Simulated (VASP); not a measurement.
Input:

```yaml
crystal:
  lattice:
    - [3.15007, 0.00000, 0.00000]
    - [-1.57504, 2.72804, 0.00000]
    - [0.00000, 0.00000, 13.03211]
  atoms:
    - { symbol: Mo, position: [0.00000, 0.00000, 0.25000] }
    - { symbol: Mo, position: [0.00000, 0.00000, 0.75000] }
    - { symbol: S, position: [0.33333, 0.66667, 0.36774] }
    - { symbol: S, position: [0.66667, 0.33333, 0.63226] }
    - { symbol: S, position: [0.66667, 0.33333, 0.86774] }
    - { symbol: S, position: [0.33333, 0.66667, 0.13226] }
```

These are PBE GGA, VASP's PBE PAW potentials (set 64) (plane waves; VASP) values and carry that method's errors. Run with 300 eV cut-off, 6×6×2 Γ-centred mesh, Gaussian smearing of 0.020 eV, potentials Mo_sv S.

At this cut-off the stress carries a Pulay error, which pulls relaxed volumes low.

### Question
Give the force on each atom (eV/Å).

### Answer

```json
[
 {"atom": "Mo1", "Fx": "0.000", "Fy": "0.000", "Fz": "0.000"},
 {"atom": "Mo2", "Fx": "0.000", "Fy": "0.000", "Fz": "0.000"},
 {"atom": "S3", "Fx": "0.000", "Fy": "0.000", "Fz": "0.736"},
 {"atom": "S4", "Fx": "0.000", "Fy": "0.000", "Fz": "-0.736"},
 {"atom": "S5", "Fx": "0.000", "Fy": "0.000", "Fz": "0.736"},
 {"atom": "S6", "Fx": "0.000", "Fy": "0.000", "Fz": "-0.736"}
]
```

### Question
Give the stress tensor in GPa (positive for a compressed cell).

### Answer

```
5.10  0.00  0.00
0.00  5.10  0.00
0.00  0.00  7.10
```
The pressure is its mean diagonal, 5.77 GPa.

The structure comes from a computed database's MoS2 entry; how it stands against other phases isn't given here. The cell was not relaxed at this level.
